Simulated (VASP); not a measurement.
# FeC23 (a cell with a defect) in VASP: a series of runs, part 2 of 2

VASP 6.6.1.

### 3 Single point, PBEsol+U, collinear spin, ferromagnetic start

INCAR

```
  PREC = Accurate
  ENCUT = 450
  EDIFF = 1E-5
  ISMEAR = 0
  SIGMA = 0.03
  LREAL = Auto
  LASPH = True
  NELM = 120
  ALGO = Normal
  ISIF = 2
  LWAVE = False
  LCHARG = False
  ISPIN = 2
  MAGMOM = 4 0 0 0 0 0 0 0 0 0 0 0 0 0 0 0 0 0 0 0 0 0 0 0
  LORBIT = 11
  LMAXMIX = 4
  LDAU = True
  LDAUTYPE = 2
  LDAUL = 2 -1
  LDAUU = 4 0
  LDAUJ = 0 0
  LDAUPRINT = 1
  GGA = PS
  ISYM = 0
  KPAR = 4
```

KPOINTS

```
Automatic mesh
0
Gamma
  3 4 4
```

POSCAR

```
FeC23                                   
1.0
    0.0000000000      5.3503200000      5.3503200000
    3.5668800000      0.0000000000      3.5668800000
    3.5668800000      3.5668800000      0.0000000000
  Fe              C             
     1    23
Direct
     0.9887812003518396    0.0035095493225597    0.0025433050759305
     0.0009720274647805    0.0012978266346831    0.4974915681576178
     0.0009606724719389    0.4996026386903235    0.9992003101547647
     0.0018500239873887    0.4998194911695071    0.4981538840754685
     0.3316025107015164    0.0040306714135568    0.0020153481488268
     0.3398819608821840    0.9998208604701083    0.4896845031909992
     0.3399293159200436    0.4914820861062373    0.9978996669069361
     0.3324283671450455    0.5018645507615211    0.4998807947788481
     0.6666450231165345    0.0002417947162420    0.9980459168836429
     0.6582199402562388    0.0046951816488296    0.5076286185480671
     0.6582325723394713    0.5097688207946791    0.0025625123493719
     0.6674361371849548    0.5009771297756312    0.4987519729835981
     0.0948917053949886    0.1390415820957763    0.1368952351482661
     0.1008744812310177    0.1364080594062730    0.5756272317025617
     0.1010153860489368    0.5768387919028645    0.1348020005751169
     0.0846900480882786    0.6255018970438799    0.6234833636389564
     0.4271213701037793    0.1178575342271297    0.1159550686661090
     0.4117192672226143    0.1266050905148163    0.6316695364298599
     0.4116944856370726    0.6337033403979870    0.1246168813517003
     0.4183122089744955    0.6245350980882984    0.6225367763369629
     0.7035200479114944    0.1521409187672109    0.1498907236644922
     0.7504928083409613    0.1272701699955985    0.6238756751499247
     0.7505601220619622    0.6261061572723895    0.1249987450387553
     0.7481033171624430    0.6271917587838944    0.6250953610432248
```

Potentials or basis: VASP PAW PBE potentials, release 64 (Fe, C).

Started as:

```
$ cat potpaw_PBE.64/Fe/POTCAR potpaw_PBE.64/C/POTCAR > POTCAR
$ mpirun -np 4 vasp_std > vasp.out
```

Wall time 3.5 min (4 MPI ranks of Intel Xeon 6975P-C (Granite Rapids), shared host); peak memory 0.44 GiB.

The run converged. Its results:

| Item | Value |
| --- | --- |
| Free energy | -219.9388 eV |
| Largest force | 2.961 eV/Å |
| Band gap on the k mesh | 1.86 eV, indirect (least direct gap 1.95 eV) |
| Net moment | 0.00 μB per cell |
| Valence electrons inside the program's atomic spheres | Fe 8.72; C 2.60, 2.58, 2.63, 2.62, 2.59, 2.67, 2.65, 2.56, 2.57, 2.54 |

Forces in eV/Å, atoms in the order of the input:
```
Fe  -0.348  1.018  1.073
C   -0.106  0.117  0.204
C   -0.117  0.206  0.111
C   -0.191  0.094  0.099
C   -0.153  0.203  0.206
C    0.026  0.209 -0.028
C    0.032 -0.030  0.220
C    0.076 -0.052 -0.047
C    0.026 -0.054 -0.054
C    0.035  0.209 -0.013
C    0.034 -0.017  0.215
C   -0.012  0.007  0.000
C   -1.287 -1.874 -1.898
C    1.947  0.789 -2.048
C    1.963 -2.049  0.792
C    0.038 -0.013 -0.010
C    0.191 -0.236 -0.236
C    0.007 -0.162  0.013
C    0.001  0.017 -0.165
C   -0.002 -0.007 -0.009
C   -1.895  1.297  1.271
C    0.001  0.039  0.266
C    0.010  0.268  0.019
C   -0.276  0.021  0.019
```

Levels at points of the mesh, in eV from the valence-band top:
Spin up:
```tsv
k point	band 48	band 49	band 50	band 51	band 52	band 53
(0.00, 0.00, 0.00)	-1.17	-1.04	-1.01	2.08	3.59	3.65
(0.00, 0.50, 0.00)	-1.50	-0.15	-0.03	1.92	2.40	3.72
(0.00, 0.00, 0.50)	-1.51	-0.15	-0.02	1.93	2.39	3.72
(0.00, 0.50, 0.50)	-1.57	-0.19	0.00	1.95	2.85	3.61
```
Spin down:
```
           k point  band 48  band 49  band 50  band 51  band 52  band 53
(0.00, 0.00, 0.00)    -1.17    -1.04    -1.02     2.08     3.59     3.65
(0.00, 0.50, 0.00)    -1.50    -0.15    -0.03     1.92     2.40     3.72
(0.00, 0.00, 0.50)    -1.51    -0.15    -0.03     1.93     2.39     3.72
(0.00, 0.50, 0.50)    -1.57    -0.19     0.00     1.95     2.85     3.61
```

Eigenvalues of the final occupation matrices:
```
    site  spin  trace               eigenvalues
site 1 d     1   3.68  0.57 0.62 0.62 0.94 0.94
site 1 d     2   3.68  0.57 0.62 0.62 0.94 0.94
```

Caveat: the cutoff is under 1.25 times the usual one of these potentials, so pressure, stress and relaxed cells hold a basis-set (Pulay) error; the starting moments collapsed, and a magnetic state may lie lower; the PAW data sets were made with another functional, which shifts forces and pressure a little; the U is typed as a test and isn't derived for this compound.

### 4 Single point, PBEsol+U, collinear spin, ferromagnetic start

INCAR: that of step 3 with these lines changed.

```diff
@@ -15,2 +15,3 @@
   LORBIT = 11
+  NUPDOWN = 4
   LMAXMIX = 4
@@ -19,3 +20,3 @@
   LDAUL = 2 -1
-  LDAUU = 4 0
+  LDAUU = 6 0
   LDAUJ = 0 0
```

KPOINTS is that of step 3.

POSCAR is that of step 3.

Potentials or basis: VASP PAW PBE potentials, release 64 (Fe, C).

Started as:

```
$ cat potpaw_PBE.64/Fe/POTCAR potpaw_PBE.64/C/POTCAR > POTCAR
$ mpirun -np 4 vasp_std > vasp.out
```

OUTCAR:

```text
PREC = Accurate
   ENCUT = 450
   EDIFF = 1E-5
   ISMEAR = 0
   LREAL = Auto
   LASPH = True
   NELM = 120
   ISIF = 2
   ISPIN = 2
   LORBIT = 11
   NUPDOWN = 4
   GGA = PS
   ISYM = 0

 ion  position               nearest neighbor table
   1  0.989  0.004  0.003-  15 1.76  14 1.76  21 1.76  13 1.77   9 2.46   3 2.51   2 2.51   4 2.52
                            10 2.52   4 2.53  11 2.53   2 2.54   3 2.54   5 2.59
   2  0.001  0.001  0.497-  13 1.49  14 1.51  22 1.55  16 1.55   1 2.51   1 2.54
   3  0.001  0.500  0.999-  13 1.49  15 1.51  23 1.55  16 1.55   1 2.51   1 2.54
   4  0.002  0.500  0.498-  15 1.51  14 1.51  16 1.55  24 1.57   1 2.52   1 2.53
   5  0.332  0.004  0.002-  13 1.47  19 1.53  18 1.53  17 1.53   1 2.59
   6  0.340  1.000  0.490-  14 1.48  17 1.54  20 1.55  18 1.55
   7  0.340  0.491  0.998-  15 1.48  17 1.54  20 1.55  19 1.55
   8  0.332  0.502  0.500-  16 1.53  20 1.54  18 1.55  19 1.55
   9  0.667  0.000  0.998-  17 1.48  21 1.51  23 1.54  22 1.54   1 2.46
  10  0.658  0.005  0.508-  21 1.49  18 1.52  22 1.55  24 1.56   1 2.52
  11  0.658  0.510  0.003-  21 1.49  19 1.52  23 1.55  24 1.56   1 2.53
  12  0.667  0.501  0.499-  24 1.54  20 1.54  22 1.54  23 1.54
  13  0.095  0.139  0.137-   5 1.47   3 1.49   2 1.49   1 1.77
  14  0.101  0.136  0.576-   6 1.48   2 1.51   4 1.51   1 1.76
  15  0.101  0.577  0.135-   7 1.48   3 1.51   4 1.51   1 1.76
  16  0.085  0.626  0.623-   8 1.53   4 1.55   3 1.55   2 1.55
  17  0.427  0.118  0.116-   9 1.48   5 1.53   7 1.54   6 1.54
  18  0.412  0.127  0.632-  10 1.52   5 1.53   8 1.55   6 1.55
  19  0.412  0.634  0.125-  11 1.52   5 1.53   8 1.55   7 1.55
  20  0.418  0.625  0.623-  12 1.54   8 1.54   6 1.55   7 1.55
  21  0.704  0.152  0.150-  11 1.49  10 1.49   9 1.51   1 1.76
  22  0.750  0.127  0.624-  12 1.54   9 1.54   2 1.55  10 1.55
  23  0.751  0.626  0.125-  12 1.54   9 1.54   3 1.55  11 1.55
  24  0.748  0.627  0.625-  12 1.54  11 1.56  10 1.56   4 1.57

IMPORTANT INFORMATION: All symmetrisations will be switched off!
NOSYMM: (Re-)initialisation of all symmetry stuff for point group C_1.

[... 257 lines left out ...]
  band No.  band energies     occupation
      1     -11.7410      1.00000
      2      -8.9531      1.00000
      3      -8.5413      1.00000
      4      -6.2978      1.00000
      5      -6.1929      1.00000
      6      -6.1563      1.00000
[... 3113 lines left out ...]
     61      17.5481      0.00000
     62      17.8253      0.00000

 [... further k-points ...]

 [bands above 62 left out]

------------------------ aborting loop because EDIFF is reached ----------------------------------------

  FORCE on cell =-STRESS in cart. coord.  units (eV):
  Direction    XX          YY          ZZ          XY          YZ          ZX
  --------------------------------------------------------------------------------------
  -------------------------------------------------------------------------------------
  Total       23.6856625     20.4851046     20.4181691     -4.0773044      2.3036166     -4.0055461
  in kB      278.7464644    241.0804636    240.2927276    -47.9840568     27.1102820    -47.1395644
  external PRESSURE =     253.3732185 kB  Pullay stress =       0.0000000 kB

 VOLUME and BASIS-vectors are now :
 -----------------------------------------------------------------------------
  energy-cutoff  :      450.00
  volume of cell :      136.14
      direct lattice vectors                 reciprocal lattice vectors
     0.000000000  5.350320000  5.350320000    -0.093452354  0.093452354  0.093452354
     3.566880000  0.000000000  3.566880000     0.140178531 -0.140178531  0.140178531
     3.566880000  3.566880000  0.000000000     0.140178531  0.140178531 -0.140178531

 POSITION                                       TOTAL-FORCE (eV/Angst)
 -----------------------------------------------------------------------------------
      0.02159      5.29937      5.30281        -0.009957      0.018057      0.040359
      1.77912      1.77969      0.00983         0.003533      0.005604      0.016649
      5.34605      3.56917      1.78716        -0.005746      0.020423     -0.001474
      3.55965      1.78675      1.79269        -0.023588      0.001612      0.009181
      0.02157      1.78137      1.78856         0.010063     -0.028325     -0.026386
      5.31289      3.56512      5.38472         0.021408     -0.005192     -0.029498
[... 16 lines left out ...]
      2.67910      4.46159      6.24898         0.006441      0.010897     -0.007693
      4.46676      6.23223      6.23971        -0.011470      0.008814      0.004508
 -----------------------------------------------------------------------------------
    total drift:                               -0.000544      0.000810     -0.000366

  FREE ENERGIE OF THE ION-ELECTRON SYSTEM (eV)
  ---------------------------------------------------
  free  energy   TOTEN  =      -217.4768916420 eV

  energy  without entropy=     -217.4757894948  energy(sigma->0) =     -217.47634057

 total charge

# of ion       s       p       d       tot
------------------------------------------
    1        0.754   0.930   6.927   8.611
    2        0.830   1.764   0.000   2.594
    3        0.830   1.764   0.000   2.594
    4        0.827   1.747   0.000   2.574
    5        0.838   1.796   0.000   2.634
    6        0.831   1.761   0.000   2.592
[... 16 lines left out ...]
   23        0.827   1.738   0.000   2.566
   24        0.825   1.723   0.000   2.547
--------------------------------------------------
tot         19.951  41.579   6.927  68.458

 magnetization (x)

# of ion       s       p       d       tot
------------------------------------------
    1        0.029   0.255   2.925   3.208
    2        0.004   0.010   0.000   0.014
    3        0.004   0.010   0.000   0.014
    4        0.004   0.010   0.000   0.014
    5        0.006   0.015   0.000   0.020
    6        0.002   0.006   0.000   0.008
[... 16 lines left out ...]
   23        0.002   0.011   0.000   0.013
   24        0.002   0.012   0.000   0.014
--------------------------------------------------
tot          0.096   0.660   2.925   3.681
```

OSZICAR:

```text
N       E                     dE             d eps       ncg     rms          rms(c)
DAV:   1     0.604075988856E+03    0.60408E+03   -0.45013E+04  6800   0.141E+03
DAV:   2    -0.152271126498E+03   -0.75635E+03   -0.70536E+03  7496   0.354E+02
DAV:   3    -0.226494525594E+03   -0.74223E+02   -0.72269E+02  8064   0.115E+02
DAV:   4    -0.229857067605E+03   -0.33625E+01   -0.33292E+01  9272   0.248E+01
DAV:   5    -0.229959729924E+03   -0.10266E+00   -0.10245E+00  9376   0.382E+00    0.406E+01
DAV:   6    -0.221609603918E+03    0.83501E+01   -0.57243E+01 10024   0.794E+01    0.418E+01
DAV:   7    -0.217857575379E+03    0.37520E+01   -0.30513E+01  9463   0.905E+01    0.212E+01
DAV:   8    -0.217880016374E+03   -0.22441E-01   -0.56282E+00  9752   0.130E+01    0.934E+00
DAV:   9    -0.217423930612E+03    0.45609E+00   -0.14757E+00 10224   0.150E+01    0.310E+00
DAV:  10    -0.217460072232E+03   -0.36142E-01   -0.15035E-01  9720   0.270E+00    0.181E+00
DAV:  11    -0.217473372478E+03   -0.13300E-01   -0.17549E-02  9448   0.108E+00    0.818E-01
DAV:  12    -0.217476543301E+03   -0.31708E-02   -0.45436E-03  9440   0.644E-01    0.562E-01
DAV:  13    -0.217476474267E+03    0.69034E-04   -0.31460E-03  9880   0.560E-01    0.367E-01
DAV:  14    -0.217476857357E+03   -0.38309E-03   -0.57471E-04  9544   0.218E-01    0.144E-01
DAV:  15    -0.217476861120E+03   -0.37638E-05   -0.22804E-04  9496   0.140E-01    0.546E-02
DAV:  16    -0.217476889717E+03   -0.28596E-04   -0.38305E-05  7456   0.554E-02    0.201E-02
DAV:  17    -0.217476891642E+03   -0.19253E-05   -0.87019E-06  4928   0.215E-02
   1 F= -.21747689E+03 E0= -.21747634E+03  d E =-.110215E-02  mag=     4.0000
```

stdout:

```text
POSCAR found type information on POSCAR FeC
 POSCAR found :  2 types and      24 ions
 scaLAPACK will be used
 -----------------------------------------------------------------------------
|                                                                             |
|                                                                             |
[... 21 lines left out ...]
|     Results are often still useful ...                                      |
|                                                                             |
 -----------------------------------------------------------------------------

 POSCAR, INCAR and KPOINTS ok, starting setup
 FFT: planning ... GRIDC
 FFT: planning ... GRID_SOFT
 FFT: planning ... GRID
 WAVECAR not read
 entering main loop
```

Run time: 3.2 min. Hardware: 4 MPI ranks of Intel Xeon 6975P-C (Granite Rapids), shared host; peak memory 0.44 GiB.

Results:

- Free energy: -217.4769 eV
- Largest force: 0.217 eV/Å
- Net moment: 4.00 μB per cell
- Site moments: Fe +3.21; C +0.01, +0.02, -0.00, +0.00, +0.03, +0.04, +0.14 μB
- Valence electrons inside the program's atomic spheres: Fe 8.61; C 2.59, 2.57, 2.63, 2.58, 2.62, 2.69, 2.67, 2.70, 2.55

Forces on the atoms (eV/Å):
```
Fe  -0.010  0.018  0.040
C    0.004  0.006  0.017
C   -0.006  0.020 -0.001
C   -0.024  0.002  0.009
C    0.010 -0.028 -0.026
C    0.021 -0.005 -0.029
C    0.026 -0.028  0.002
C    0.006  0.004  0.009
C    0.026  0.014  0.010
C   -0.021 -0.016  0.025
C   -0.018  0.019 -0.016
C   -0.006  0.009  0.002
C   -0.062 -0.090 -0.100
C    0.103  0.034 -0.103
C    0.111 -0.108  0.050
C    0.004 -0.006 -0.006
C   -0.012 -0.003 -0.002
C    0.004  0.005 -0.003
C   -0.002 -0.001  0.005
C   -0.005  0.006  0.002
C   -0.146  0.116  0.111
C    0.000  0.013  0.009
C    0.006  0.011 -0.008
C   -0.011  0.009  0.005
```

Eigenvalues of the final occupation matrices:
```csv
site,spin,trace,eigenvalues
site 1 d,1,4.96,0.97 0.98 0.99 0.99 1.04
site 1 d,2,2.03,0.05 0.05 0.62 0.65 0.66
```

Caveat: the k mesh is coarse (spacing up to 0.38 Å⁻¹), so the values aren't converged; the cutoff is under 1.25 times the usual one of these potentials, so pressure, stress and relaxed cells hold a basis-set (Pulay) error; the PAW data sets were made with another functional, which shifts forces and pressure a little; the total moment is fixed, so each spin has its own Fermi level; the U is typed as a test and isn't derived for this compound. The state reached can hang on the start; a lower one may exist.

### 5 Single point, PBEsol+U, collinear spin, ferromagnetic start

INCAR: that of step 4 with these lines changed.

```diff
@@ -20,3 +20,3 @@
   LDAUL = 2 -1
-  LDAUU = 6 0
+  LDAUU = 4 0
   LDAUJ = 0 0
```

KPOINTS

```
Automatic mesh
0
Gamma
  3 5 5
```

POSCAR is that of step 4.

Started as:

```
$ cat potpaw_PBE.64/Fe/POTCAR potpaw_PBE.64/C/POTCAR > POTCAR
$ mpirun -np 4 vasp_std > vasp.out
```

Wall time 3.3 min (4 MPI ranks of Intel Xeon 6975P-C (Granite Rapids), shared host); peak memory 0.52 GiB.

The run converged. Its results:

```yaml
Free_energy: -218.4154 eV
Largest_force: 0.120 eV/Å
Net_moment: 4.00 μB per cell
Site_moments: Fe +3.09; C +0.02, +0.01, -0.00, +0.00, +0.04, +0.14 μB
Valence_electrons_inside_the_program's_atomic_spheres: Fe 8.50; C 2.59, 2.57, 2.63, 2.58, 2.62, 2.69, 2.67, 2.71, 2.55
```

Forces in eV/Å, atoms in the order of the input:
```
Fe  -0.007  0.038  0.063
C    0.002  0.006 -0.045
C   -0.006 -0.038  0.000
C    0.038 -0.003  0.005
C    0.056  0.054  0.056
C   -0.021  0.010  0.018
C   -0.017  0.019  0.017
C    0.001  0.009  0.014
C    0.073 -0.005 -0.008
C   -0.006  0.002  0.015
C   -0.002  0.009  0.002
C   -0.006  0.008  0.001
C   -0.051  0.017  0.009
C    0.020 -0.022 -0.011
C    0.026 -0.018 -0.009
C    0.002  0.002  0.001
C   -0.045 -0.055 -0.054
C    0.005  0.012 -0.003
C   -0.001  0.001  0.011
C   -0.002  0.003 -0.001
C   -0.072 -0.064 -0.071
C    0.001  0.015 -0.005
C    0.008 -0.004 -0.006
C    0.004  0.003 -0.002
```

Eigenvalues of the final occupation matrices:
```
    site  spin  trace               eigenvalues
site 1 d     1   4.83  0.94 0.94 0.97 0.97 1.00
site 1 d     2   2.02  0.06 0.07 0.62 0.64 0.64
```

Caveat: the cutoff is under 1.25 times the usual one of these potentials, so pressure, stress and relaxed cells hold a basis-set (Pulay) error; the PAW data sets were made with another functional, which shifts forces and pressure a little; the total moment is fixed, so each spin has its own Fermi level; the U is typed as a test and isn't derived for this compound.

### 6 Single point, PBEsol+U, collinear spin, ferromagnetic start

INCAR: that of step 5 with these lines changed.

```diff
@@ -13,5 +13,5 @@
   ISPIN = 2
-  MAGMOM = 4 0 0 0 0 0 0 0 0 0 0 0 0 0 0 0 0 0 0 0 0 0 0 0
+  MAGMOM = 2 0 0 0 0 0 0 0 0 0 0 0 0 0 0 0 0 0 0 0 0 0 0 0
   LORBIT = 11
-  NUPDOWN = 4
+  NUPDOWN = 2
   LMAXMIX = 4
```

KPOINTS

```
Automatic mesh
0
Gamma
  3 4 4
```

POSCAR is that of step 5.

Potentials or basis: VASP PAW PBE potentials, release 64 (Fe, C).

Started as:

```
$ cat potpaw_PBE.64/Fe/POTCAR potpaw_PBE.64/C/POTCAR > POTCAR
$ mpirun -np 4 vasp_std > vasp.out
```

It took 3.2 min on 4 MPI ranks of Intel Xeon 6975P-C (Granite Rapids), shared host; peak memory 0.44 GiB.

The run converged. Its results:

```
Free energy                                           : -219.2191 eV
Largest force                                         : 1.486 eV/Å
Net moment                                            : 2.00 μB per cell
Site moments                                          : Fe +1.89; C +0.00, +0.01, +0.02, -0.00, -0.05, -0.04 μB
Valence electrons inside the program's atomic spheres : Fe 8.63; C 2.60, 2.57, 2.63, 2.59, 2.58, 2.62, 2.67, 2.65, 2.68, 2.56, 2.54
```

Forces in eV/Å, atoms in the order of the input:
```
Fe  -0.108  0.340  0.355
C   -0.038  0.090 -0.003
C   -0.043 -0.011  0.087
C    0.199  0.004  0.017
C   -0.147  0.020  0.021
C   -0.069  0.075  0.058
C   -0.070  0.064  0.075
C    0.031 -0.018 -0.011
C   -0.128  0.266  0.263
C    0.045  0.089  0.010
C    0.058 -0.007  0.079
C    0.000  0.014  0.008
C   -0.705 -0.924 -0.925
C    0.749  0.310 -0.801
C    0.730 -0.783  0.312
C   -0.005 -0.021 -0.022
C    0.209 -0.116 -0.115
C    0.029 -0.088  0.015
C    0.024  0.017 -0.084
C   -0.016  0.002 -0.002
C   -0.681  0.509  0.520
C    0.023  0.052  0.102
C    0.030  0.104  0.034
C   -0.116  0.012  0.009
```

Eigenvalues of the final occupation matrices:
```csv
site,spin,trace,eigenvalues
site 1 d,1,4.48,0.82 0.85 0.90 0.95 0.96
site 1 d,2,2.67,0.06 0.48 0.59 0.60 0.93
```

Caveat: the k mesh is coarse (spacing up to 0.38 Å⁻¹), so the values aren't converged; the cutoff is under 1.25 times the usual one of these potentials, so pressure, stress and relaxed cells hold a basis-set (Pulay) error; the PAW data sets were made with another functional, which shifts forces and pressure a little; the total moment is fixed, so each spin has its own Fermi level; the U is typed as a test and isn't derived for this compound.

### 7 Overview

| task | U | fixed moment (μB) | cell | k mesh | mesh quality | moment (μB) | largest force (eV/Å) |
| --- | --- | --- | --- | --- | --- | --- | --- |
| relaxation of the atoms | Fe d U = 4 eV | 4 | atoms relaxed from: atoms moved at random, drawn with an rms of 0.05 Å | 3 × 4 × 4 | coarse | 4.00 | 0.02 |
| single point | Fe d U = 6 eV | 4 | as given | 3 × 4 × 4 | coarse | 4.00 | 0.22 |
| single point | Fe d U = 4 eV | 4 | as given | 3 × 5 × 5 | not flagged | 4.00 | 0.12 |
| single point | Fe d U = 4 eV | 2 | as given | 3 × 4 × 4 | coarse | 2.00 | 1.49 |

Alike in all rows: level PBEsol+U; potentials or basis VASP PAW PBE potentials, release 64 (Fe, C); spin collinear, ferromagnetic start; cutoff (eV) 450; smearing gaussian 0.03 eV.

Caveats: some runs use coarse meshes; the cutoff is under 1.25 times the usual one of these potentials, so pressure, stress and relaxed cells hold a basis-set (Pulay) error; the PAW data sets were made with another functional, which shifts forces and pressure a little; the total moment is fixed, so each spin has its own Fermi level; the U is typed as a test and isn't derived for this compound; the electronic state changed during the relaxation (some runs).

Total energies depend on the potentials used, so only differences within one code and one set of settings carry meaning.
